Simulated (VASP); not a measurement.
Input for VASP

INCAR:
```
SYSTEM = AuAl2
PREC = Accurate
ENCUT = 500
EDIFF = 1E-6
NELM = 100
ALGO = Normal
LREAL = .FALSE.
LASPH = .TRUE.
ISMEAR = 1
SIGMA = 0.1
GGA = PS
LMAXMIX = 6
LWAVE = .FALSE.
LCHARG = .FALSE.
IBRION = 2
ISIF = 3
NSW = 40
EDIFFG = -0.02
```

File POSCAR:
```
AuAl2
1.0
  0.0000000000   2.9969730378   2.9969730378
  2.9969730378   0.0000000000   2.9969730378
  2.9969730378   2.9969730378   0.0000000000
Al Au
2 1
direct
  0.2500000000   0.2500000000   0.2500000000
  0.7500000000   0.7500000000   0.7500000000
  1.0000000000   0.0000000000   0.0000000000
```

File KPOINTS:
```
Regular mesh
0
G
9 9 9
```

POTCAR, in this order: Al Au (PBE.64 set). Program: vasp_std.

Q: Translate this PBEsol calculation to Quantum ESPRESSO's pw.x.

A: One equivalent input (not run):
```
&CONTROL
  calculation = 'vc-relax'
  pseudo_dir = './pseudo'
  outdir = './out'
  tprnfor = .true.
  tstress = .true.
  nstep = 40
  forc_conv_thr = 0.00078
/
&SYSTEM
  ibrav = 0
  nat = 3
  ntyp = 2
  ecutwfc = 76
  occupations = 'smearing'
  smearing = 'methfessel-paxton'
  degauss = 0.00735
  input_dft = 'pbesol'
/
&ELECTRONS
  conv_thr = 7.3e-08
  electron_maxstep = 100
/
&IONS
/
&CELL
/
ATOMIC_SPECIES
  Al 26.982 Al.upf
  Au 196.967 Au.upf
CELL_PARAMETERS angstrom
     0.0000000    2.9969730    2.9969730
     2.9969730    0.0000000    2.9969730
     2.9969730    2.9969730   -0.0000000
ATOMIC_POSITIONS crystal
  Al   0.2500000  0.2500000  0.2500000
  Al   0.7500000  0.7500000  0.7500000
  Au   1.0000000  0.0000000  0.0000000
K_POINTS automatic
  9 9 9 0 0 0
```
The two are equivalent in intent, not identical: the potentials are each code's own (VASP's PAW set, PseudoDojo norm-conserving files in pw.x), so ENCUT and ecutwfc are chosen apart and not converted; conv_thr bounds pw.x's estimated SCF error, while EDIFF bounds the energy change between steps; forc_conv_thr acts on force components and is met together with etot_conv_thr.

The compound is AuAl2 in the fluorite structure. This run relaxes it. Symmetry was kept, so distortions that lower it aren't found.
